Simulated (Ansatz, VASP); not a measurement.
**TiNCl: VASP beside Ansatz**

One calculation is typed for both programs; each brings its own data sets and cutoff. How far apart do they land? The structure shown is the end of the VASP relaxation below.

Method: plane waves, with VASP 6.6.1 beside it; single point at PBEsol with D3(BJ) and band structure at PBEsol with D3(BJ), in Ansatz 0.2.0.

## (1) Starting point

The cell holds 12 atoms: 4 Cl, 4 Ti and 4 N. Its edges and angles: a = 3.258 Å, b = 3.937 Å, c = 27.953 Å, α = 90.0°, β = 90.0°, γ = 90.0°. It derives from TiNCl. The (0 0 1) slab of TiNCl, cut from the database cell (so at first; earlier steps may have moved the atoms). Vacuum lies along c.

As a file:

```xyz
12
Lattice="3.2580 0.0000 0.0000 0.0000 3.9370 0.0000 0.0000 0.0000 27.9530" Properties=species:S:1:pos:R:3
Cl    0.0000    0.0000    7.5000
Cl    1.6290    1.9685   12.6500
Cl    0.0000    0.0000   15.0022
Cl    1.6290    1.9685   20.1166
Ti    1.6290    0.0000    9.2947
Ti    0.0000    1.9685   10.8553
Ti    1.6290    0.0000   16.7999
Ti    0.0000    1.9685   18.3106
N     1.6290    1.9685    9.6848
N     0.0000    0.0000   10.4651
N     1.6290    1.9685   17.1435
N     0.0000    0.0000   17.9653
```

## (2) VASP: relaxation, PBEsol with D3(BJ)

This run makes the geometry at which the two programs are then compared.

Lines of VASP's logs that name or quote its potential files are left out, and so is its time.

INCAR

```
SYSTEM = TiNCl
PREC = Normal
ENCUT = 400
EDIFF = 1E-05
NELM = 120
ISMEAR = 0
SIGMA = 0.05
LREAL = .FALSE.
ALGO = Fast
GGA = PS
IVDW = 12
NBANDS = 44
LORBIT = 11
LWAVE = .FALSE.
LCHARG = .FALSE.
KPAR = 2
IBRION = 2
NSW = 40
ISIF = 2
EDIFFG = -0.03
POTIM = 0.4
MAXMIX = 40
IDIPOL = 3
LDIPOL = .TRUE.
DIPOL = 0.5 0.5 0.5
```

POSCAR

```
TiNCl
1.0
    3.2580000000      0.0000000000      0.0000000000
    0.0000000000      3.9370000000      0.0000000000
    0.0000000000      0.0000000000     27.9529800000
Cl Ti N
4 4 4
Selective dynamics
Direct
    0.0000000000      0.0000000000      0.2683077100  F F F
    0.5000000000      0.5000000000      0.4525449500  F F F
    0.0000000000      0.0000000000      0.5474550500  T T T
    0.5000000000      0.5000000000      0.7316922900  T T T
    0.5000000000      0.0000000000      0.3325116000  F F F
    0.0000000000      0.5000000000      0.3883410600  F F F
    0.5000000000      0.0000000000      0.6116589400  T T T
    0.0000000000      0.5000000000      0.6674884000  T T T
    0.5000000000      0.5000000000      0.3464689600  F F F
    0.0000000000      0.0000000000      0.3743837000  F F F
    0.5000000000      0.5000000000      0.6256163000  T T T
    0.0000000000      0.0000000000      0.6535310400  T T T
```

KPOINTS

```
Automatic mesh
0
Gamma
5 4 1
0 0 0
```

The projector-augmented-wave data sets are Cl, Ti and N (PBE family, release 64).

The run is started by

```
$ mpirun -np 2 vasp_std
```

Numbers of over 12 decimals in the logs are rounded to 6 here.

Output:

```text
[banner, memory and clock lines left out]
running    2 mpi-ranks, on    1 nodes
 distrk:  each k-point on    1 cores,    2 groups
 distr:  one band on    1 cores,    1 groups

 POSCAR found type information on POSCAR ClTiN
 POSCAR found :  3 types and      12 ions
|                                                                             |
|               ----> ADVICE to this user running VASP <----                  |
|                                                                             |
|     You enforced a specific xc type in the INCAR file but a different       |
|     [... a line on the potential file left out ...]
|     I HOPE YOU KNOW WHAT YOU ARE DOING!                                     |
|                                                                             |

 LDA part: xc-table for (Slater+PW92), standard interpolation
 POSCAR, INCAR and KPOINTS ok, starting setup
 FFT: planning ... GRIDC
 FFT: planning ... GRID_SOFT
 FFT: planning ... GRID
 WAVECAR not read
 entering main loop
       N       E                     dE             d eps       ncg     rms          rms(c)
DAV:   1     0.632964058577E+03    0.63296E+03   -0.21014E+04   792   0.994E+02
DAV:   2     0.500125368779E+02   -0.58295E+03   -0.55294E+03   984   0.258E+02
DAV:   4    -0.121598072509E+03   -0.65981E+01   -0.65703E+01   984   0.351E+01
DAV:   5    -0.121788791281E+03   -0.19072E+00   -0.19067E+00  1036   0.687E+00    0.535E+01
RMM:   6    -0.973285029808E+02    0.24460E+02   -0.16891E+02   833   0.524E+01    0.139E+01
RMM:   7    -0.950358989154E+02    0.22926E+01   -0.31629E+01   792   0.358E+01    0.204E+01
RMM:   8    -0.941409921543E+02    0.89491E+00   -0.53921E+00   800   0.115E+01    0.511E+00
RMM:   9    -0.940936213294E+02    0.47371E-01   -0.24250E+00   806   0.528E+00    0.105E+00
RMM:  10    -0.941101148477E+02   -0.16494E-01   -0.34768E-01   827   0.259E+00    0.957E-01
RMM:  11    -0.941159330909E+02   -0.58182E-02   -0.91579E-02   817   0.120E+00    0.597E-01
RMM:  12    -0.941155274362E+02    0.40565E-03   -0.22416E-02   821   0.763E-01    0.196E-01
RMM:  13    -0.941160631397E+02   -0.53570E-03   -0.67845E-03   846   0.324E-01    0.213E-01
RMM:  14    -0.941164657129E+02   -0.40257E-03   -0.23955E-03   825   0.195E-01    0.116E-01
RMM:  15    -0.941164174543E+02    0.48259E-04   -0.76072E-04   795   0.135E-01    0.420E-02
RMM:  16    -0.941165569425E+02   -0.13949E-03   -0.70304E-04   779   0.869E-02    0.393E-02
RMM:  17    -0.941166356595E+02   -0.78717E-04   -0.77990E-05   692   0.528E-02    0.222E-02
RMM:  18    -0.941168084178E+02   -0.17276E-03   -0.71158E-05   719   0.337E-02    0.126E-02
RMM:  19    -0.941168578803E+02   -0.49462E-04   -0.31773E-05   614   0.198E-02    0.162E-02
RMM:  20    -0.941168867551E+02   -0.28875E-04   -0.65626E-06   502   0.116E-02    0.863E-03
RMM:  21    -0.941169194579E+02   -0.32703E-04   -0.71628E-06   507   0.903E-03    0.591E-03
RMM:  22    -0.941169240148E+02   -0.45569E-05   -0.42033E-06   490   0.788E-03
   1 F= -.96547808E+02 E0= -.96547808E+02  d E =-.965478E+02
[... from here on, the cycles between the ionic steps are left out ...]
   2 F= -.96554519E+02 E0= -.96554519E+02  d E =-.671134E-02
   3 F= -.96554530E+02 E0= -.96554530E+02  d E =-.672222E-02
  29 F= -.96578207E+02 E0= -.96578207E+02  d E =-.354194E-02
  30 F= -.96579652E+02 E0= -.96579652E+02  d E =-.498731E-02
  31 F= -.96579141E+02 E0= -.96579140E+02  d E =-.447535E-02
  32 F= -.96579996E+02 E0= -.96579996E+02  d E =-.533076E-02
  33 F= -.96579951E+02 E0= -.96579951E+02  d E =-.528541E-02
  34 F= -.96579974E+02 E0= -.96579974E+02  d E =-.530897E-02
  35 F= -.96580583E+02 E0= -.96580583E+02  d E =-.608542E-03
  36 F= -.96580995E+02 E0= -.96580995E+02  d E =-.102112E-02
  37 F= -.96581232E+02 E0= -.96581231E+02  d E =-.236296E-03
 trial-energy change:   -0.000236  1 .order   -0.000235   -0.000339   -0.000131
 step:   1.2532(harm=  1.2532)  dis= 0.00101  next Energy=   -96.581271 (dE=-0.276E-03)
 bond charge predicted
       N       E                     dE             d eps       ncg     rms          rms(c)
DAV:   1    -0.940945895248E+02    0.79419E-04   -0.19759E-02   792   0.576E-01    0.451E-02
RMM:   2    -0.940946201535E+02   -0.30629E-04   -0.37508E-04   709   0.942E-02    0.471E-02
RMM:   3    -0.940946094923E+02    0.10661E-04   -0.18115E-04   682   0.493E-02    0.384E-02
RMM:   4    -0.940946039046E+02    0.55877E-05   -0.25493E-05   504   0.254E-02
  38 F= -.96581268E+02 E0= -.96581268E+02  d E =-.272317E-03
 curvature:  -1.06 expect dE=-0.334E-04 dE for cont linesearch -0.112E-05
 trial: gam= 0.09230 g(F)=  0.315E-04 g(S)=  0.000E+00 ort =-0.281E-04 (trialstep = 0.867E+00)
 search vector abs. value=  0.326E-04
 reached required accuracy - stopping structural energy minimisation
```

Parts of OUTCAR (step 2):

```text
ion  position               nearest neighbor table
   1  0.000  0.000  0.268-   5 2.42   5 2.42
   2  0.500  0.500  0.453-   6 2.42   6 2.42
   3  0.000  0.000  0.547-   7 2.42   7 2.42
   4  0.500  0.500  0.732-   8 2.42   8 2.42
   5  0.500  0.000  0.333-  10 2.01  10 2.01   9 2.01   9 2.01   1 2.42   1 2.42   6 2.99   6 2.99
                             6 2.99   6 2.99
   6  0.000  0.500  0.388-   9 2.01   9 2.01  10 2.01  10 2.01   2 2.42   2 2.42   5 2.99   5 2.99
                             5 2.99   5 2.99
   7  0.500  0.000  0.612-  12 2.01  12 2.01  11 2.01  11 2.01   3 2.42   3 2.42   8 2.99   8 2.99
                             8 2.99   8 2.99
   8  0.000  0.500  0.667-  11 2.01  11 2.01  12 2.01  12 2.01   4 2.42   4 2.42   7 2.99   7 2.99
                             7 2.99   7 2.99
   9  0.500  0.500  0.346-   6 2.01   6 2.01   5 2.01   5 2.01
  10  0.000  0.000  0.374-   5 2.01   5 2.01   6 2.01   6 2.01
  11  0.500  0.500  0.626-   8 2.01   8 2.01   7 2.01   7 2.01
  12  0.000  0.000  0.654-   7 2.01   7 2.01   8 2.01   8 2.01

  LATTYP: Found a simple orthorhombic cell.
 ALAT       =     3.2580000000
 B/A-ratio  =     1.2084100675
 C/A-ratio  =     8.5797974217

 Subroutine GETGRP returns: Found  8 space group operations
 (whereof  4 operations were pure point group operations)

The static configuration has the point symmetry C_2v.
 The point group associated with its full space group is D_2h.

 Found      9 irreducible k-points:

   k-points           NKPTS =      9   k-points in BZ     NKDIM =      9   number of bands    NBANDS=     44

   dimension x,y,z NGX =    16 NGY =   20 NGZ =  140
   dimension x,y,z NGXF=    32 NGYF=   40 NGZF=  280

   ENCUT  =  400.0 eV  29.40 Ry    5.42 a.u.   5.31  6.42 45.58*2*pi/ulx,y,z

   NELECT =      64.0000    total number of electrons

 k-points in reciprocal lattice and weights: Automatic mesh
   0.00000000  0.00000000  0.00000000       0.050
   0.20000000  0.00000000  0.00000000       0.100
   0.40000000  0.00000000  0.00000000       0.100
   0.00000000  0.25000000  0.00000000       0.100
   0.20000000  0.25000000  0.00000000       0.200
   0.40000000  0.25000000  0.00000000       0.200
   0.00000000  0.50000000  0.00000000       0.050
   0.20000000  0.50000000  0.00000000       0.100
   0.40000000  0.50000000  0.00000000       0.100

 Edisp (eV)   -2.48655

 dipolmoment           0.000000      0.000000      0.001475 electrons x Angstroem

 average (electrostatic) potential at core
       1 -96.9732       2 -97.0065       3 -97.0090       4 -96.9522       5 -31.7252
       6 -31.7218       7 -31.7530       8 -31.7644       9 -69.6801      10 -69.6812
      11 -69.7820      12 -69.7801

 E-fermi :  -1.5397

 k-point     1 :       0.0000    0.0000    0.0000
  band No.  band energies     occupation
    ...
     28      -3.5453      2.00000
     29      -2.7012      2.00000
     30      -2.5799      2.00000
     31      -1.7767      2.00000
     32      -1.6981      1.99999
     33      -1.3813      0.00001
     34      -1.2525      0.00000
     35      -0.1760      0.00000
     36      -0.1462      0.00000
     37       0.1113      0.00000
    ...

 k-point     2 :       0.2000    0.0000    0.0000
  band No.  band energies     occupation
    ...
     28      -3.3904      2.00000
     29      -3.3175      2.00000
     30      -3.0791      2.00000
     31      -2.9992      2.00000
     32      -2.9020      2.00000
     33      -0.3962      0.00000
     34      -0.2662      0.00000
     35       0.1154      0.00000
     36       0.1890      0.00000
     37       0.2004      0.00000
    ...

 k-point     3 :       0.4000    0.0000    0.0000
  band No.  band energies     occupation
    ...
     28      -3.3932      2.00000
     29      -3.1488      2.00000
     30      -3.1255      2.00000
     31      -3.0679      2.00000
     32      -3.0469      2.00000
     33      -0.0503      0.00000
     34       0.0297      0.00000
     35       0.1224      0.00000
     36       0.1398      0.00000
     37       0.2234      0.00000
    ...

 Edisp (eV)   -2.48666

  Total      -5.29227    -3.61742    -2.35153     0.00000     0.00000     0.00000
  in kB     -23.64876   -16.16462   -10.50790     0.00000     0.00000     0.00000
  external pressure =      -16.77 kB  Pullay stress =        0.00 kB

  energy-cutoff  :      400.00
  volume of cell :      358.55
      direct lattice vectors                 reciprocal lattice vectors
     3.258000000  0.000000000  0.000000000     0.306936771  0.000000000  0.000000000
     0.000000000  3.937000000  0.000000000     0.000000000  0.254000508  0.000000000
     0.000000000  0.000000000 27.952980000     0.000000000  0.000000000  0.035774361

 POSITION                                       TOTAL-FORCE (eV/Angst)
 -----------------------------------------------------------------------------------
      0.00000      0.00000      7.50000         0.000000      0.000000     -0.098132
      1.62900      1.96850     12.64998         0.000000      0.000000      0.023861
      0.00000      0.00000     15.00221         0.000000      0.000000     -0.009851
      1.62900      1.96850     20.11659         0.000000      0.000000      0.006642
      1.62900      0.00000      9.29469         0.000000      0.000000      0.442063
      0.00000      1.96850     10.85529         0.000000      0.000000     -0.366668
      1.62900      0.00000     16.79993         0.000000      0.000000     -0.021384
      0.00000      1.96850     18.31056         0.000000      0.000000     -0.000575
      1.62900      1.96850      9.68484         0.000000      0.000000     -0.089986
      0.00000      0.00000     10.46514         0.000000      0.000000      0.093696
      1.62900      1.96850     17.14352         0.000000      0.000000      0.007896
      0.00000      0.00000     17.96529         0.000000      0.000000      0.012439
 -----------------------------------------------------------------------------------
    total drift:                                0.000000      0.000000      0.006854

  FREE ENERGIE OF THE ION-ELECTRON SYSTEM (eV)
  ---------------------------------------------------
  free  energy   TOTEN  =       -96.5812675787 eV

  energy  without entropy=      -96.5812674548  energy(sigma->0) =      -96.58126752

 reached required accuracy - stopping structural energy minimisation

 vacuum level on the upper side and lower side of the slab         4.252         4.225

 total charge
# of ion       s       p       d       tot
------------------------------------------
    1        1.595   3.501   0.000   5.096
    2        1.597   3.498   0.000   5.094
    3        1.597   3.497   0.000   5.093
    4        1.595   3.497   0.000   5.092
    5        0.522   0.944   2.684   4.149
    6        0.522   0.943   2.686   4.151
    7        0.527   0.959   2.707   4.192
    8        0.525   0.955   2.701   4.181
    9        1.286   2.400   0.000   3.686
   10        1.286   2.400   0.000   3.686
   11        1.288   2.402   0.000   3.690
   12        1.288   2.402   0.000   3.690
--------------------------------------------------
tot         13.626  27.398  10.778  51.802

[... 3 further parts left out ...]
```

The data set Ti keeps the semicore shell frozen, which is cheaper and a little less accurate. The run keeps the 4 symmetry operations of its start, so it cannot find a distortion of lower symmetry.

(Part 1 of 3 ends here.)

[Lines on the potential files, build, host, timing and source positions are cut from VASP's logs without a mark.]

[Logs are printed without paths, hosts, clocks, repeated set-up lines and the standing remarks that a program may print on its own settings, such as how far it seeks lower states.]

[Hosts, paths, dates, database ids (printed as entryN), source tags and the programs' standing remarks are cut or masked in the printed files.]
